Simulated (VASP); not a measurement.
# CaI (P6/mmm) in VASP: relaxation of cell and atoms with PBE

Aim: the relaxation of cell and atoms of CaI with PBE.

All numbers are computed with VASP 6.6.1; they aren't measurements. Logs are shortened: lines on timing, memory, paths and dates and some standing lists are left out, and cuts for length are marked.

## (1) The cell of the first run

The structure is hexagonal, space group P6/mmm (No. 191). The conventional cell has a = 4.352 Å, b = 4.352 Å, c = 4.974 Å, α = 90.00°, β = 90.00°, γ = 120.00°. Ca (site symmetry 6/mmm) is surrounded by 2 I at 2.49 Å. I (site symmetry 6/mmm) has 2 Ca at 2.49 Å as nearest neighbours.

The cell was built by a generator and needn't be a form met in nature.

## (2) Relaxation of cell and atoms, PBE (random cell by space group and Wyckoff sites (P6/mmm, No. 191))

Contents of INCAR:

```
PREC = Accurate
ENCUT = 600
EDIFF = 1E-6
ISMEAR = 0
SIGMA = 0.1
LREAL = False
LASPH = True
NELM = 80
ALGO = Normal
ISIF = 3
LWAVE = False
LCHARG = False
GGA = PE
IBRION = 2
NSW = 90
EDIFFG = -0.04
```

Contents of KPOINTS:

```
Automatic mesh
0
Gamma
  6 6 4
```

Contents of POSCAR:

```
CaI
1.0
    4.3523987200      0.0000000000      0.0000000000
   -2.1761993600      3.7692878600      0.0000000000
    0.0000000000      0.0000000000      4.9738516000
Ca I
1 1
Direct
    0.0000000000      0.0000000000      0.5000000000
    0.0000000000      0.0000000000      0.0000000000
```

Potentials or basis: VASP PAW PBE potentials, release 64 (Ca_sv, I).

The run is started by

```
> cat potpaw_PBE.64/Ca_sv/POTCAR potpaw_PBE.64/I/POTCAR > POTCAR
> mpirun -np 1 vasp_std > vasp.out
```

OUTCAR:

```text
PREC = Accurate
   ENCUT = 600
   EDIFF = 1E-6
   ISMEAR = 0
   LREAL = False
   LASPH = True
   NELM = 80
   ISIF = 3
   GGA = PE
   IBRION = 2
   NSW = 90
   EDIFFG = -0.04

 ion  position               nearest neighbor table
   1  0.000  0.000  0.500-   2 2.49   2 2.49
   2  0.000  0.000  0.000-   1 2.49   1 2.49

  LATTYP: Found a hexagonal cell.
 ALAT       =     4.3523987200
 C/A-ratio  =     1.1427839957

  Lattice vectors:

 A1 = (   4.3523987200,   0.0000000000,   0.0000000000)
 A2 = (  -2.1761993600,   3.7692878600,   0.0000000000)
 A3 = (   0.0000000000,   0.0000000000,   4.9738516000)

Analysis of symmetry for initial positions (statically):
=====================================================================
 Subroutine PRICEL returns:
 Original cell was already a primitive cell.

 Routine SETGRP: Setting up the symmetry group for a
 hexagonal supercell.

 Subroutine GETGRP returns: Found 24 space group operations
 (whereof 24 operations were pure point group operations)
 out of a pool of 24 trial point group operations.

The static configuration has the point symmetry D_6h.

Analysis of symmetry for dynamics (positions and initial velocities):
=====================================================================
 Subroutine PRICEL returns:
 Original cell was already a primitive cell.

 Routine SETGRP: Setting up the symmetry group for a
 hexagonal supercell.

 Subroutine GETGRP returns: Found 24 space group operations
 (whereof 24 operations were pure point group operations)
 out of a pool of 24 trial point group operations.

The dynamic configuration has the point symmetry D_6h.

 Subroutine INISYM returns: Found 24 space group operations
 (whereof 24 operations are pure point group operations),
 and found     1 'primitive' translations

----------------------------------------------------------------------------------------

                                     Primitive cell

  volume of cell :      81.5982

  direct lattice vectors                    reciprocal lattice vectors
     4.352398720  0.000000000  0.000000000     0.229758362  0.132651052  0.000000000
    -2.176199360  3.769287860  0.000000000     0.000000000  0.265302104  0.000000000
     0.000000000  0.000000000  4.973851600     0.000000000  0.000000000  0.201051435

  length of vectors
     4.352398720  4.352398721  4.973851600     0.265302104  0.265302104  0.201051435

  position of ions in fractional coordinates (direct lattice)
     0.000000000  0.000000000  0.500000000
     0.000000000  0.000000000  0.000000000

  ion indices of the primitive-cell ions
   primitive index   ion index
                 1           1
                 2           2

----------------------------------------------------------------------------------------

 KPOINTS: Automatic mesh

Automatic generation of k-mesh.
 Grid dimensions read from file:
 generate k-points for:    6    6    4

 Generating k-lattice:

  Cartesian coordinates                     Fractional coordinates (reciprocal lattice)
     0.038293060  0.022108509  0.000000000     0.166666667 -0.000000000  0.000000000
     0.000000000  0.044217017  0.000000000     0.000000000  0.166666667  0.000000000
     0.000000000  0.000000000  0.050262859     0.000000000  0.000000000  0.250000000

  Length of vectors
     0.044217017  0.044217017  0.050262859

  Shift w.r.t. Gamma in fractional coordinates (k-lattice)
     0.000000000  0.000000000  0.000000000

 Subroutine IBZKPT returns following result:
 ===========================================

 Found     21 irreducible k-points:

 Following reciprocal coordinates:
            Coordinates               Weight
  0.000000  0.000000  0.000000      1.000000
  0.166667 -0.000000  0.000000      6.000000
  0.333333  0.000000  0.000000      6.000000
  0.500000 -0.000000  0.000000      3.000000
  0.166667  0.166667  0.000000      6.000000
  0.333333  0.166667  0.000000     12.000000
[... 13 lines left out ...]
  0.333333  0.166667  0.500000     12.000000
  0.333333  0.333333  0.500000      2.000000
   k-points           NKPTS =     21   k-points in BZ     NKDIM =     21   number of bands    NBANDS=     12
   number of dos      NEDOS =    301   number of ions     NIONS =      2
   total plane-waves  NPLWV =  51840
   dimension x,y,z NGX =    36 NGY =   36 NGZ =   40
   dimension x,y,z NGXF=    72 NGYF=   72 NGZF=   80
   ions per type =               1   1
   NGX,Y,Z   is equivalent  to a cutoff of  13.75, 13.75, 13.37 a.u.
   NGXF,Y,Z  is equivalent  to a cutoff of  27.50, 27.50, 26.74 a.u.
 SYSTEM =  unknown system
   PREC   = accura    normal or accurate (medium, high low for compatibility)
   ISTART =      0    job   : 0-new  1-cont  2-samecut
   ICHARG =      2    charge: 1-file 2-atom 10-const
   ISPIN  =      1    spin polarized calculation?
   LNONCOLLINEAR =      F non collinear calculations
   LSORBIT =      F    spin-orbit coupling
   LASPH  =      T    aspherical Exc in radial PAW
   ENCUT  =  600.0 eV  44.10 Ry    6.64 a.u.   8.69  8.69  9.93*2*pi/ulx,y,z
   NELM   =     80;   NELMIN=  2; NELMDL= -5     # of ELM steps
   EDIFF  = 0.1E-05   stopping-criterion for ELM
   LREAL  =      F    real-space projection
   EDIFFG = -.4E-01   stopping-criterion for IOM
   NSW    =     90    number of steps for IOM
   IBRION =      2    ionic relax: 0-MD 1-quasi-New 2-CG
   NFREE  =      1    steps in history (QN), initial steepest desc. (CG)
   ISIF   =      3    stress and relaxation
   ISYM   =      2    0-nonsym 1-usesym 2-fastsym
   POTIM  = 0.5000    time-step for ionic-motion
   TEBEG  =    0.0;   TEEND  =   0.0 temperature during run
   PSTRESS=    0.0 pullay stress
   NELECT =      17.0000    total number of electrons
   NUPDOWN=      -1.0000    fix difference up-down
   EMIN   =  10.00;   EMAX   =-10.00  energy-range for DOS
   EFERMI =   0.00;   METHOD = LEGACY
   ISMEAR =     0;   SIGMA  =   0.10  broadening in eV -4-tet -1-fermi 0-gaus
   EFERMI_NEDOS =   21; number of points for ismear=-14 and -15
   IALGO  =     38    algorithm
   IMIX   =      4    mixing-type and parameters
     AMIX     =   0.40;   BMIX     =  1.00
     AMIX_MAG =   1.60;   BMIX_MAG =  1.00
  volume/ion in A,a.u.               =      40.80       275.33
  Fermi-wavevector in a.u.,A,eV,Ry     =   0.970504  1.833988 12.815041  0.941879
  Thomas-Fermi vector in A             =   2.100645
   LORBIT       =      0    0 simple, 1 ext, 2 COOP (PROOUT), +10 PAW based schemes
   GGA     = PE    functional components
   LHFCALC =     F    Hartree Fock is set to
   AEXX    =    0.0000 exact exchange contribution
   IVDW    =     0    specifies the selected vdW correction
   LEPSILON=     F    determine dielectric tensor
   LRPA    =     F    only Hartree local field effects (RPA)
 conjugate gradient relaxation of ions
 non-spin polarized calculation
 Gauss-broadening in eV      SIGMA  =   0.10
  energy-cutoff  :      600.00
  volume of cell :       81.60
 maximum number of plane-waves:      2756
 NGX is ok and might be reduce to    36
   NGX = 17   NGY = 17   NGZ = 19

--------------------------------------- Ionic step        1  -------------------------------------------

 number of electron      17.0000000 magnetization

 Free energy of the ion-electron system (eV)
  ---------------------------------------------------
  ext. energy  EPLUGINS =         0.00000000
  ---------------------------------------------------
  free energy    TOTEN  =        -3.19297871 eV

  energy without entropy =       -3.18845582  energy(sigma->0) =       -3.19071727

------------------------ aborting loop because EDIFF is reached ----------------------------------------

  FORCE on cell =-STRESS in cart. coord.  units (eV):
  Direction    XX          YY          ZZ          XY          YZ          ZX
  --------------------------------------------------------------------------------------
  -------------------------------------------------------------------------------------
  Total        0.1177824      0.1177824     22.8257886      0.0000000      0.0000000      0.0000000
  in kB        2.3126516      2.3126516    448.1831967      0.0000000      0.0000000      0.0000000
  external PRESSURE =     150.9361667 kB  Pullay stress =       0.0000000 kB

 VOLUME and BASIS-vectors are now :
 -----------------------------------------------------------------------------
  energy-cutoff  :      600.00
  volume of cell :       81.60
      direct lattice vectors                 reciprocal lattice vectors
     4.352398720  0.000000000  0.000000000     0.229758362  0.132651052  0.000000000
    -2.176199360  3.769287860  0.000000000     0.000000000  0.265302104  0.000000000
     0.000000000  0.000000000  4.973851600     0.000000000  0.000000000  0.201051435
[... 73 lines left out ...]
 POSITION                                       TOTAL-FORCE (eV/Angst)
 -----------------------------------------------------------------------------------
      0.00000      0.00000      3.05101        -0.000000     -0.000000      0.000000
      0.00000      0.00000      0.00000         0.000000      0.000000      0.000000
 -----------------------------------------------------------------------------------
    total drift:                                0.000000     -0.000000      0.000000

  FREE ENERGIE OF THE ION-ELECTRON SYSTEM (eV)
  ---------------------------------------------------
  free  energy   TOTEN  =        -4.8751077175 eV

  energy  without entropy=       -4.8696020560  energy(sigma->0) =       -4.87235489

[... ionic steps 4 to 7 ...]

--------------------------------------- Ionic step        8  -------------------------------------------

 number of electron      17.0000000 magnetization

------------------------ aborting loop because EDIFF is reached ----------------------------------------

  FORCE on cell =-STRESS in cart. coord.  units (eV):
  Direction    XX          YY          ZZ          XY          YZ          ZX
  --------------------------------------------------------------------------------------
  -------------------------------------------------------------------------------------
  Total        0.1029947      0.1029947      0.2777317      0.0000000      0.0000000      0.0000000
  in kB        1.6622541      1.6622541      4.4823717      0.0000000      0.0000000      0.0000000
  external PRESSURE =       2.6022933 kB  Pullay stress =       0.0000000 kB

 VOLUME and BASIS-vectors are now :
 -----------------------------------------------------------------------------
  energy-cutoff  :      600.00
  volume of cell :       99.27
      direct lattice vectors                 reciprocal lattice vectors
     4.391587543  0.000000000  0.000000000     0.227708087  0.131467326 -0.000000000
    -2.195793772  3.803226376 -0.000000000     0.000000000  0.262934651 -0.000000000
     0.000000000  0.000000000  5.943667040     0.000000000  0.000000000  0.168246302
[... 37 lines left out ...]
 POSITION                                       TOTAL-FORCE (eV/Angst)
 -----------------------------------------------------------------------------------
      2.20564      3.82028      2.97769        -0.000000      0.000000      0.000000
      0.00000      0.00000      0.00000         0.000000     -0.000000      0.000000
 -----------------------------------------------------------------------------------
    total drift:                               -0.000000      0.000000      0.000000

  FREE ENERGIE OF THE ION-ELECTRON SYSTEM (eV)
  ---------------------------------------------------
  free  energy   TOTEN  =        -4.8939993319 eV

  energy  without entropy=       -4.8883663789  energy(sigma->0) =       -4.89118286

--------------------------------------- Ionic step       10  -------------------------------------------

 number of electron      16.9999997 magnetization

 Free energy of the ion-electron system (eV)
  ---------------------------------------------------
  ext. energy  EPLUGINS =         0.00000000
  ---------------------------------------------------
  free energy    TOTEN  =        -4.89431679 eV

  energy without entropy =       -4.88868691  energy(sigma->0) =       -4.89150185

 E-fermi :   1.9014     XC(G=0):  -7.0753

 val. band max:        1.8512827304   @ k =   0.3333   0.0000   0.2500
 cond. band min:       2.2746981243   @ k =   0.3333   0.1667   0.5000
 fundamental gap:      0.4234153939
 Fermi energy:         1.9014348571

 k-point     1 :       0.0000    0.0000    0.0000
  band No.  band energies     occupation
      1     -40.5521      2.00000
      2     -21.5754      2.00000
      3     -21.5754      2.00000
      4     -21.4592      2.00000
      5     -11.1074      2.00000
      6      -1.7207      2.00000
      7       0.1539      2.00000
      8       0.1539      2.00000
      9       0.3683      2.00000
     10       3.9932      0.00000
     11       3.9932      0.00000
     12       4.5302      0.00000

 k-point     2 :       0.1667   -0.0000    0.0000
  band No.  band energies     occupation
      1     -40.5518      2.00000
      2     -21.5816      2.00000
      3     -21.5770      2.00000
      4     -21.4585      2.00000
      5     -11.0559      2.00000
      6      -1.6307      2.00000
      7      -0.5143      2.00000
      8       0.0456      2.00000
      9       0.9218      2.00000
     10       3.7493      0.00000
     11       4.0958      0.00000
     12       4.2085      0.00000
[... 305 lines left out ...]
 POSITION                                       TOTAL-FORCE (eV/Angst)
 -----------------------------------------------------------------------------------
      0.00000      0.00000      2.98441        -0.000000     -0.000000      0.000000
      0.00000      0.00000      0.00000         0.000000      0.000000      0.000000
 -----------------------------------------------------------------------------------
    total drift:                                0.000000      0.000000      0.000000

  FREE ENERGIE OF THE ION-ELECTRON SYSTEM (eV)
  ---------------------------------------------------
  free  energy   TOTEN  =        -4.8943167857 eV

  energy  without entropy=       -4.8886869146  energy(sigma->0) =       -4.89150185

 reached required accuracy - stopping structural energy minimisation
```

Run time: 99 s. Hardware: 1 thread of Intel Xeon Platinum 8488C (Sapphire Rapids), shared host; peak memory 0.25 GiB.

What came out:

```
Free energy                            : -4.8943 eV
Relaxed volume                         : 50.81 Å³/atom
Relaxed cell                           : a = 4.434 Å, b = 4.434 Å, c = 5.969 Å, α = 90.00°, β = 90.00°, γ = 120.00°
Space group after relaxing (to 0.05 Å) : P6/mmm (No. 191)
Energy gained by relaxing              : 850.7 meV/atom
Ionic steps                            : 10
Pressure after relaxing                : 0.0 GPa
Band gap on the k mesh                 : none (metal or under the smearing width)
```

The path:
| step | energy change (eV) | largest force (eV/Å) | pressure (GPa) | volume (Å³) |
| --- | --- | --- | --- | --- |
| 1 | 0.0000 | 0.0000 | 15.09 | 81.60 |
| 2 | -0.4499 | 0.0000 | -2.87 | 127.25 |
| 3 | -1.6821 | 0.0000 | -0.50 | 100.34 |
| 4 | -1.6936 | 0.0000 | -0.18 | 99.26 |
| 5 | -1.6980 | 0.0000 | 0.25 | 98.02 |
| 6 | -1.6978 | 0.0000 | 0.13 | 98.35 |
| 7 | -1.6996 | 0.0000 | 0.20 | 98.86 |
| 8 | -1.7000 | 0.0000 | 0.26 | 99.27 |
| 9 | -1.7010 | 0.0000 | 0.13 | 100.36 |
| 10 | -1.7013 | 0.0000 | -0.02 | 101.62 |

Final structure:
```
Ca I
1.0
     4.43391    0.00000    0.00000
    -2.21695    3.83988    0.00000
     0.00000    0.00000    5.96882
Ca I
1 1
Direct
  0.00000 0.00000 0.50000
  0.00000 0.00000 0.00000
```

Caveat: the volume moved by over 15 % at a fixed basis, so the end points are rough; an odd number of electrons without spin polarisation forces a metal; a magnetic or distorted state may lie lower.
